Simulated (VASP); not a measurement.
An input for Quantum ESPRESSO's pw.x (written as the equivalent of a VASP run, and not itself run):

```
&CONTROL
  calculation = 'vc-relax'
  pseudo_dir = './pseudo'
  outdir = './out'
  tprnfor = .true.
  tstress = .true.
  nstep = 60
  forc_conv_thr = 0.00078
/
&SYSTEM
  ibrav = 0
  nat = 6
  ntyp = 3
  ecutwfc = 96
  occupations = 'smearing'
  smearing = 'methfessel-paxton'
  degauss = 0.00735
  input_dft = 'pw91'
  nspin = 2
  starting_magnetization(1) = 0.3
  starting_magnetization(2) = -0.3
/
&ELECTRONS
  conv_thr = 7.3e-08
  electron_maxstep = 100
/
&IONS
/
&CELL
/
ATOMIC_SPECIES
  Mn1 54.938 Mn.upf
  Mn2 54.938 Mn.upf
  O 15.999 O.upf
CELL_PARAMETERS angstrom
     4.4244458   -0.0000000    0.0000000
    -0.0000000    4.4244458    0.0000000
     0.0000000    0.0000000    2.8693402
ATOMIC_POSITIONS crystal
  Mn1  1.0000000  1.0000000  0.0000000
  Mn2  0.5000000  0.5000000  0.5000000
  O    0.3039983  0.3039983  1.0000000
  O    0.8039983  0.1960017  0.5000000
  O    0.1960017  0.8039983  0.5000000
  O    0.6960017  0.6960017  0.0000000
K_POINTS automatic
  6 6 10 0 0 0
```

**Question.** Translate this input to VASP (INCAR, KPOINTS, POSCAR, choice of POTCAR).

**Answer.** One answer among several that fit: 
**POSCAR**
```
MnO2
1.0
  4.4244458262   0.0000000000   0.0000000000
  0.0000000000   4.4244458262   0.0000000000
  0.0000000000   0.0000000000   2.8693402356
Mn O
2 4
direct
  1.0000000000   1.0000000000   0.0000000000
  0.5000000000   0.5000000000   0.5000000000
  0.3039983316   0.3039983316   1.0000000000
  0.8039983316   0.1960016684   0.5000000000
  0.1960016684   0.8039983316   0.5000000000
  0.6960016684   0.6960016684   0.0000000000
```

**KPOINTS**
```
Automatic mesh
0
Gamma
6 6 10
0 0 0
```

**INCAR**
```
! general
SYSTEM  = MnO2
PREC    = Accurate
ENCUT   = 520   ! plane-wave cut-off (eV)
LREAL   = .FALSE.   ! projection in real space or not
LASPH   = .TRUE.   ! aspherical one-centre terms

! electronic loop
EDIFF   = 1E-6
NELM    = 100
ALGO    = Normal   ! blocked Davidson
LMAXMIX = 4   ! l cut-off of mixed one-centre charges

! smearing
ISMEAR  = 1   ! Methfessel-Paxton
SIGMA   = 0.1

! functional
GGA     = 91   ! PW91

! spin
ISPIN   = 2
MAGMOM  = 3.0 -3.0 0.0 0.0 0.0 0.0

! ions
IBRION  = 2
NSW     = 60
ISIF    = 3   ! ions, shape and volume
EDIFFG  = -0.02   ! ionic stop

! output
LWAVE   = .FALSE.
LCHARG  = .FALSE.
LORBIT  = 10
```

POTCAR, in this order: Mn_pv O (PBE.64 set). Program: vasp_std.

The two are equivalent in intent, not identical: the potentials are each code's own (VASP's PAW set, PseudoDojo norm-conserving files in pw.x), so ENCUT and ecutwfc are chosen apart and not converted; conv_thr bounds pw.x's estimated SCF error, while EDIFF bounds the energy change between steps; starting_magnetization is a fraction of the valence charge and MAGMOM a moment in μB, so they match only roughly; forc_conv_thr acts on force components and is met together with etot_conv_thr.

The compound is MnO2 in the rutile structure. This run relaxes it. Symmetry was kept, so distortions that lower it aren't found. The start is the result of an earlier pass.
